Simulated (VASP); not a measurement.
Here is the system:

```xyz
2
Lattice="0.0000 2.7506 2.7506 2.7506 0.0000 2.7506 2.7506 2.7506 0.0000" Properties=species:S:1:pos:R:3 pbc="T T T"
Zn     0.0000     0.0000     0.0000
S      1.3753     1.3753     1.3753
```

Calculation: HSE06 screened hybrid, VASP's PBE PAW potentials (set 64) (plane waves; VASP). Settings: 520 eV cut-off, 6×6×6 Γ-centred mesh, Gaussian smearing of 0.050 eV, potentials Zn S.

Task: Predict the energy per atom (σ→0), pressure, band gap (on the k-mesh) with the smallest direct gap where there is one.

Result: 
```json
{
 "band gap (on the k-mesh)": "3.09 eV",
 "smallest direct gap (on the k-mesh)": "3.09 eV",
 "energy per atom (σ→0)": "-404.2 kJ/mol-atom",
 "pressure": "-2.90 GPa"
}
```

Only differences to runs with the same potentials and settings are physical.

The compound is ZnS in the zinc blende structure. This cell is one point of a volume scan, at 1.03 of the reference volume. The cell's shape comes from a PBE relaxation.
